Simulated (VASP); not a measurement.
The input files of a VASP run:

### POSCAR
```
Ca
1
    0.0000000000     2.7900000000     2.7900000000
    2.7900000000     0.0000000000     2.7900000000
    2.7900000000     2.7900000000     0.0000000000
Ca
1
Direct
  0.0000000000   0.0000000000   0.0000000000
```

**KPOINTS**
```
Automatic mesh
0
Gamma
10 10 10
0 0 0
```

INCAR:
```
EDIFFG  =  -0.01
ALGO  =  Normal
LASPH  =  .TRUE.
LCHARG  =  .FALSE.
LREAL  =  .FALSE.   ! projection in real space or not
SYSTEM  =  Ca
LWAVE  =  .FALSE.
NSW  =  60   ! most ionic steps
SIGMA  =  0.1
IBRION  =  2
ISIF  =  3   ! ions, shape and volume
ENCUT  =  520
EDIFF  =  1E-6   ! SCF stop (eV)
ISMEAR  =  1   ! Methfessel-Paxton
NELM  =  100   ! most electronic steps
PREC  =  Accurate
```

POTCAR, in this order: Ca_sv (LDA.64 set). Program: vasp_std.

**Question.** Write an equivalent input for Ansatz.

**Answer.** One equivalent input (not run):
Ansatz 0.2 input:
```yaml
crystal:
  lattice:
    - [0.0000000, 2.7900000, 2.7900000]
    - [2.7900000, 0.0000000, 2.7900000]
    - [2.7900000, 2.7900000, 0.0000000]
  atoms:
    - { symbol: Ca, position: [0.0000000, 0.0000000, 0.0000000] }
kpoints:
  mp_grid: { grid: [10, 10, 10] }
hamiltonian:
  xc: lda
  pseudopotentials: { kind: paw }
scf:
  occupations: { method: methfessel_paxton, width: 0.1 }
  max_iter: 100
relax:
  max_steps: 60
  f_tol: 0.01
  cell: {}
output: { forces: true, stress: true, eigenvalues: true }
```
What does not carry over: each code has its own PAW files, so the cut-off isn't converted (ENCUT is set for VASP's; basis.ecutwfc is left out, and Ansatz then takes the one that its files recommend); Ansatz stops its SCF on the density residual and VASP on the energy change (EDIFF); Ansatz's lda is the Perdew-Wang form, while the LDA potentials of VASP carry Perdew-Zunger's.

The compound is Ca in the fcc structure. This run relaxes it. Symmetry was kept, so distortions that lower it aren't found.
